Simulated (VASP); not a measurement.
OSZICAR of a VASP run on PbS (rock salt):

OSZICAR:
```
       N       E                     dE             d eps       ncg     rms          rms(c)
DAV:   1     0.166706048723E+03    0.16671E+03   -0.98557E+03   980   0.149E+03
DAV:   2     0.798054396062E+01   -0.15873E+03   -0.15517E+03  1076   0.356E+02
DAV:   3    -0.488176082267E+01   -0.12862E+02   -0.12806E+02  1286   0.106E+02
DAV:   4    -0.519000443391E+01   -0.30824E+00   -0.30808E+00  1090   0.195E+01
DAV:   5    -0.520250601468E+01   -0.12502E-01   -0.12501E-01  1360   0.381E+00    0.436E+00
DAV:   6    -0.470731323668E+01    0.49519E+00   -0.15830E+00  1456   0.960E+00    0.308E+00
DAV:   7    -0.470895119113E+01   -0.16380E-02   -0.14129E-01  1022   0.215E+00    0.180E+00
DAV:   8    -0.471100551222E+01   -0.20543E-02   -0.14699E-02  1052   0.158E+00    0.268E-01
DAV:   9    -0.471051153161E+01    0.49398E-03   -0.30656E-03  1506   0.568E-01    0.811E-02
DAV:  10    -0.471063936706E+01   -0.12784E-03   -0.26514E-04  1040   0.130E-01    0.455E-02
DAV:  11    -0.471064034957E+01   -0.98251E-06   -0.45881E-05  1292   0.898E-02    0.112E-02
DAV:  12    -0.471064060846E+01   -0.25889E-06   -0.28337E-06  1244   0.197E-02    0.117E-03
DAV:  13    -0.471064063920E+01   -0.30739E-07   -0.93610E-08   832   0.431E-03
   1 F= -.47106406E+01 E0= -.47106406E+01  d E =0.000000E+00
```

Task: Which electronic solver shows in the log?

Result: It is blocked Davidson (ALGO = Normal, or the opening steps of other solvers). The INCAR had ALGO = Normal.

Task: Can the final energy be trusted as converged?

Result: Self-consistency was reached. It stopped with EDIFF = 1E-7, NELM = 100 (rev-vdW-DF2, plane waves, VASP's PBE PAW potentials (set 64)).

The compound is PbS in the rock salt structure. It was relaxed first.
